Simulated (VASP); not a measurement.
Runs of VASP 6.6.1 on TiCl4. The cell holds a molecule in a box, 5 atoms: a = 13.000 Å, b = 13.300 Å, c = 13.600 Å, α = 90.00°, β = 90.00°, γ = 90.00°. 

```csv
task,level,U,cell,grid for exact exchange (PRECFOCK),screening parameter,gap on the mesh (eV)
single point,HSE06+D3(BJ),-,as given,Normal,0.2 1/A,5.15
relaxation of the atoms,PBE+D3(BJ)+U,Ti d U = 1.0 eV,atoms relaxed,-,-,(a)
relaxation of the atoms,PBE+D3(BJ),-,atoms relaxed,-,-,3.66
relaxation of the atoms,PBE+D3(BJ)+U,Ti d U = 3.0 eV,atoms relaxed,-,-,3.84
```

Alike in all rows: potentials or basis VASP PAW PBE potentials, release 64 (Ti_sv, Cl); no spin polarisation; k mesh 1 × 1 × 1; cutoff (eV) 520; smearing gaussian 0.01 eV.

Estimate the missing entries.

(a) 3.71.

A k mesh can miss the band edges.

Not every run made on this cell is shown here.
